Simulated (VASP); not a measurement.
These are r2SCAN meta-GGA, VASP's PBE PAW potentials (set 64) (plane waves; VASP) values and carry that method's errors.

The input files of a VASP run:

KPOINTS:
```
K-points
0
gamma
  6 11 6
0 0 0
```

File KPOINTS_OPT:
```
k-points along high-symmetry lines
5
Line-mode
Reciprocal
  0.000000   0.000000   0.000000 ! GAMMA
  0.500000   0.000000   0.000000 ! X

  0.500000   0.000000   0.000000 ! X
  0.500000   0.500000   0.000000 ! S

  0.500000   0.500000   0.000000 ! S
  0.000000   0.500000   0.000000 ! Y

  0.000000   0.500000   0.000000 ! Y
  0.000000   0.000000   0.000000 ! GAMMA

  0.000000   0.000000   0.000000 ! GAMMA
  0.000000   0.000000   0.500000 ! Z

  0.000000   0.000000   0.500000 ! Z
  0.500000   0.000000   0.500000 ! U

  0.500000   0.000000   0.500000 ! U
  0.500000   0.500000   0.500000 ! R

  0.500000   0.500000   0.500000 ! R
  0.000000   0.500000   0.500000 ! T

  0.000000   0.500000   0.500000 ! T
  0.000000   0.000000   0.500000 ! Z

  0.500000   0.000000   0.000000 ! X
  0.500000   0.000000   0.500000 ! U

  0.000000   0.500000   0.000000 ! Y
  0.000000   0.500000   0.500000 ! T

  0.500000   0.500000   0.000000 ! S
  0.500000   0.500000   0.500000 ! R
```

### POSCAR
```
GeRh
1
    5.6753616017     0.0000000000     0.0000000000
   -0.0000000000     3.2636851842     0.0000000000
    0.0000000000     0.0000000000     6.4801529285
Ge Rh
4 4
Direct
  0.8077881877   0.7500000000   0.4379762598
  0.1922118123   0.2500000000   0.5620237402
  0.6922118123   0.2500000000   0.9379762598
  0.3077881877   0.7500000000   0.0620237402
  0.9960814488   0.7500000000   0.7964174167
  0.0039185512   0.2500000000   0.2035825833
  0.5039185512   0.2500000000   0.2964174167
  0.4960814488   0.7500000000   0.7035825833
```

INCAR:
```
SYSTEM = GeRh
PREC = Accurate
ENCUT = 400
EDIFF = 1E-7
NELM = 100
ALGO = Normal
LREAL = .FALSE.
LASPH = .TRUE.
ISMEAR = -5
METAGGA = R2SCAN
LMIXTAU = .TRUE.
LMAXMIX = 4
LWAVE = .FALSE.
LCHARG = .FALSE.
LORBIT = 11
NEDOS = 601
ISIF = 2
LEFG = .TRUE.
```

POTCAR, in this order: Ge_d Rh_pv (PBE.64 set). Program: vasp_std.

### Question
What will the output report for the number of irreducible k-points (NKPTS), number of bands (NBANDS), largest plane-wave count, number of space-group operations, FFT grid (NGX, NGY, NGZ)?

### Answer

The number of irreducible k-points (NKPTS) comes out as 96 and the number of bands (NBANDS) is 69. The largest plane-wave count is 2206 and the number of space-group operations is 8. The FFT grid (NGX, NGY, NGZ) comes out as 40 × 24 × 42.

The structure comes from a computed database's GeRh entry (Pnma); how it stands against other phases isn't given here. It was relaxed first.
